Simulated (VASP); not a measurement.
Data:

```xyz
2
Lattice="0.0000 2.7984 2.7984 2.7984 0.0000 2.7984 2.7984 2.7984 0.0000" Properties=species:S:1:pos:R:3 pbc="T T T"
Li     0.0000     0.0000     0.0000
Br     2.7984     2.7984     2.7984
```

Computed with vdW-DF2, VASP's PBE PAW potentials (set 64) (plane waves; VASP). Run with 520 eV cut-off, 9×9×9 Γ-centred mesh, tetrahedra with Blöchl corrections, potentials Li_sv Br.

**Question.** Estimate the energy per atom (σ→0), band gap (on the k-mesh) with the smallest direct gap where there is one.

**Answer.** 
```
Property                                     Result
-----------------------------------  --------------
band gap (on the k-mesh)                    4.77 eV
smallest direct gap (on the k-mesh)         4.77 eV
energy per atom (σ→0)                -2.174 eV/atom
```

Total energies compare only between runs with the same potentials, cut-off and functional.

The compound is LiBr in the rock salt structure. It was relaxed first, which changed the volume by +5 %.
